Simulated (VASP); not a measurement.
A convergence study with VASP on Hf (hcp): one setting is varied, all else stays as given below, so the limit is that of these other settings. ε∞ is the independent-particle value.

```
Hf
1.0
    1.59500    -2.76262     0.00000
    1.59500     2.76262     0.00000
    0.00000     0.00000     5.05000
Hf
2
Direct
  0.33333   0.66667   0.25000
  0.66667   0.33333   0.75000
```

The numbers are results of PBE GGA, VASP's PBE PAW potentials (set 64) (plane waves; VASP), not measurements. The tightest run used: 550 eV cut-off, 11×11×6 Γ-centred mesh, first-order Methfessel-Paxton smearing of 0.10 eV, potentials Hf_pv.

**Question.** The settings run are NBANDS = 11; NBANDS = 12; NBANDS = 14; NBANDS = 18; NBANDS = 26; NBANDS = 42; NBANDS = 74; NBANDS = 138. From which on does the energy per atom stay within 0.002 eV/atom of the tightest run?

**Answer.** From NBANDS = 12 on: it is off by 0.0000 there and by no more than 0.002 in any finer run, while NBANDS = 11 is off by 0.0052.
```csv
setting,E (eV/atom),bands,difference judged (eV/atom)
NBANDS = 11,-9.9171,11,0.0052
NBANDS = 12,-9.9223,12,0.0000
NBANDS = 14,-9.9223,14,0.0000
NBANDS = 18,-9.9223,18,0.0000
NBANDS = 26,-9.9223,26,0.0000
NBANDS = 42,-9.9223,42,0.0000
NBANDS = 74,-9.9223,74,0.0000
NBANDS = 138,-9.9223,138,0.0000
```

VASP warned of too few bands at NBANDS = 11; NBANDS = 12.

Left out are rungs that failed or repeat a setting and relaxations that didn't move; long series are thinned to 24 rows.

The compound is Hf in the hcp structure. The cell was not relaxed at this level. VASP warned that the highest band is occupied, so more bands are needed.
